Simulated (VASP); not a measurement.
Consider the following.

```yaml
crystal:
  lattice:
    - [-1.61339, 1.61339, 3.94736]
    - [1.61339, -1.61339, 3.94736]
    - [1.61339, 1.61339, -3.94736]
  atoms:
    - { symbol: Si, position: [0.66497, 0.66497, 0.00000] }
    - { symbol: Si, position: [0.33503, 0.33503, 0.00000] }
    - { symbol: Mo, position: [0.00000, 0.00000, 0.00000] }
```

The numbers are results of revPBE GGA, VASP's PBE PAW potentials (set 64) (plane waves; VASP), not measurements. Numerical set-up: 520 eV cut-off, 13×13×13 Γ-centred mesh, first-order Methfessel-Paxton smearing of 0.10 eV, potentials Si Mo_sv.

Q: Estimate the energy per atom (σ→0), band gap (on the k-mesh) with the smallest direct gap where there is one.

A: 
band gap (on the k-mesh): none (metal, semimetal or under 0.01 eV)
energy per atom (σ→0): -7445 meV/atom

Total energies compare only between runs with the same potentials, cut-off and functional.

The compound is MoSi2 in the MoSi2 type structure. It was relaxed first.
